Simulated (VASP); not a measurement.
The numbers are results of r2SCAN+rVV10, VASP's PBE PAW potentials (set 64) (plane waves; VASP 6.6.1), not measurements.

VASP ran on this input.

### INCAR
```
! general
SYSTEM    =  MgO
PREC      =  Accurate
ENCUT     =  520
LREAL     =  .False.
LASPH     =  .True.

! electronic loop
EDIFF     =  1E-6
NELM      =  100
ALGO      =  Normal
LMIXTAU   =  .True.

! smearing
ISMEAR    =  0
SIGMA     =  0.05

! functional
METAGGA   =  R2SCAN
LUSE_VDW  =  .True.
BPARAM    =  11.95
CPARAM    =  0.0093

! ions
IBRION    =  2
NSW       =  60
ISIF      =  3
EDIFFG    =  -0.01

! output
LWAVE     =  .False.
LCHARG    =  .False.
```

File POSCAR:
```
MgO
1
    0.0000000000     2.1050000000     2.1050000000
    2.1050000000     0.0000000000     2.1050000000
    2.1050000000     2.1050000000     0.0000000000
Mg O
1 1
Direct
  0.0000000000   0.0000000000   0.0000000000
  0.5000000000   0.5000000000   0.5000000000
```

File KPOINTS:
```
Automatic mesh
0
Gamma
10 10 10
0 0 0
```

POTCAR, in this order: Mg O (PBE.64 set). Program: vasp_std.

Output

### OSZICAR
```
       N       E                     dE             d eps       ncg     rms          rms(c)
DAV:   1     0.725438386721E+01    0.72544E+01   -0.49212E+03   872   0.907E+02
DAV:   2    -0.191579654274E+02   -0.26412E+02   -0.25539E+02   864   0.147E+02
DAV:   3    -0.195508784903E+02   -0.39291E+00   -0.39291E+00  1024   0.198E+01
DAV:   4    -0.195515294347E+02   -0.65094E-03   -0.65094E-03   952   0.697E-01
DAV:   5    -0.195515299323E+02   -0.49754E-06   -0.49754E-06  1056   0.160E-02    0.674E+00
DAV:   6    -0.156827100187E+02    0.38688E+01   -0.48763E+00   752   0.154E+01    0.199E+00
DAV:   7    -0.160383452668E+02   -0.35564E+00   -0.12606E+00   760   0.947E+00    0.193E+00
DAV:   8    -0.157856519468E+02    0.25269E+00   -0.19852E+00   752   0.122E+01    0.196E+00
DAV:   9    -0.158191557021E+02   -0.33504E-01   -0.65229E-01   752   0.663E+00    0.431E-01
DAV:  10    -0.158871474268E+02   -0.67992E-01   -0.45915E-02   752   0.219E+00    0.152E-01
DAV:  11    -0.158874253129E+02   -0.27789E-03   -0.41174E-04  1040   0.205E-01    0.113E-01
DAV:  12    -0.158875680294E+02   -0.14272E-03   -0.58938E-04   784   0.235E-01    0.567E-02
DAV:  13    -0.158875988940E+02   -0.30865E-04   -0.55396E-04   784   0.256E-01    0.439E-03
DAV:  14    -0.158876885184E+02   -0.89624E-04   -0.28078E-05   768   0.858E-02    0.270E-03
DAV:  15    -0.158876775984E+02    0.10920E-04   -0.14332E-06   904   0.146E-02    0.387E-03
DAV:  16    -0.158876867030E+02   -0.91046E-05   -0.11566E-06   464   0.947E-03    0.749E-04
DAV:  17    -0.158876855096E+02    0.11934E-05   -0.11914E-07   424   0.536E-03    0.157E-04
DAV:  18    -0.158876862179E+02   -0.70835E-06   -0.39867E-09   440   0.997E-04
   1 F= -.15887686E+02 E0= -.15887686E+02  d E =-.158877E+02
       N       E                     dE             d eps       ncg     rms          rms(c)
DAV:   1    -0.159196902538E+02   -0.32005E-01   -0.65015E-01   752   0.854E+00    0.126E+00
DAV:   2    -0.158898841158E+02    0.29806E-01   -0.17710E-01   752   0.318E+00    0.157E-01
DAV:   3    -0.158901971379E+02   -0.31302E-03   -0.24651E-03   768   0.633E-01    0.688E-02
DAV:   4    -0.158892885734E+02    0.90856E-03   -0.66693E-04   752   0.385E-01    0.390E-02
DAV:   5    -0.158900305177E+02   -0.74194E-03   -0.28973E-04   752   0.253E-01    0.484E-03
DAV:   6    -0.158899191755E+02    0.11134E-03   -0.19976E-05   784   0.679E-02    0.315E-03
DAV:   7    -0.158899566527E+02   -0.37477E-04   -0.60240E-06   752   0.312E-02    0.159E-03
DAV:   8    -0.158899456032E+02    0.11050E-04   -0.13695E-06   776   0.168E-02    0.942E-05
DAV:   9    -0.158899510219E+02   -0.54187E-05   -0.72583E-08   392   0.423E-03    0.915E-05
DAV:  10    -0.158899508164E+02    0.20554E-06   -0.17523E-09   376   0.663E-04
   2 F= -.15889951E+02 E0= -.15889951E+02  d E =-.226460E-02
       N       E                     dE             d eps       ncg     rms          rms(c)
DAV:   1    -0.158929448466E+02   -0.29938E-02   -0.55335E-02   752   0.247E+00    0.366E-01
DAV:   2    -0.158904699759E+02    0.24749E-02   -0.15161E-02   752   0.930E-01    0.444E-02
DAV:   3    -0.158903462493E+02    0.12373E-03   -0.20630E-04   768   0.184E-01    0.194E-02
DAV:   4    -0.158905513708E+02   -0.20512E-03   -0.60575E-05   752   0.116E-01    0.116E-02
DAV:   5    -0.158904043096E+02    0.14706E-03   -0.27556E-05   752   0.774E-02    0.143E-03
DAV:   6    -0.158904405545E+02   -0.36245E-04   -0.19071E-06   776   0.207E-02    0.918E-04
DAV:   7    -0.158904296497E+02    0.10905E-04   -0.51083E-07   544   0.921E-03    0.412E-04
DAV:   8    -0.158904329181E+02   -0.32684E-05   -0.10011E-07   376   0.449E-03    0.442E-05
DAV:   9    -0.158904315048E+02    0.14133E-05   -0.68417E-09   376   0.109E-03    0.150E-05
DAV:  10    -0.158904315624E+02   -0.57554E-07   -0.14480E-10   376   0.168E-04
   3 F= -.15890432E+02 E0= -.15890432E+02  d E =-.274534E-02
```

File OUTCAR:
```
------------------------ aborting loop because EDIFF is reached ----------------------------------------
  FORCE on cell =-STRESS in cart. coord.  units (eV):
  Direction    XX          YY          ZZ          XY          YZ          ZX
  --------------------------------------------------------------------------------------
  Total        0.0007257      0.0007257      0.0007257      0.0000000      0.0000000      0.0000000
  in kB        0.0633837      0.0633837      0.0633837      0.0000000      0.0000000      0.0000000
  external PRESSURE =       0.0633837 kB  Pullay stress =       0.0000000 kB
  volume of cell :       18.34
      direct lattice vectors                 reciprocal lattice vectors
     0.000000000  2.093287093  2.093287093    -0.238858779  0.238858779  0.238858779
     2.093287093  0.000000000  2.093287093     0.238858779 -0.238858779  0.238858779
     2.093287093  2.093287093  0.000000000     0.238858779  0.238858779 -0.238858779
  FREE ENERGIE OF THE ION-ELECTRON SYSTEM (eV)
  ---------------------------------------------------
  free  energy   TOTEN  =       -15.8904315624 eV

  energy  without entropy=      -15.8904315624  energy(sigma->0) =      -15.89043156

 reached required accuracy - stopping structural energy minimisation
```
(Selected blocks of OUTCAR.)

**CONTCAR**
```
MgO
   1.00000000000000
     0.0000000000000000    2.0932870930232892    2.0932870930232892
     2.0932870930232892    0.0000000000000000    2.0932870930232892
     2.0932870930232892    2.0932870930232892    0.0000000000000000
  Mg              O
     1     1
Direct
     0.0000000000000000    0.0000000000000000    0.0000000000000000
     0.5000000000000000    0.5000000000000000    0.5000000000000000
```

The compound is MgO in the rock salt structure. This run relaxes it. Symmetry was kept, so distortions that lower it aren't found.
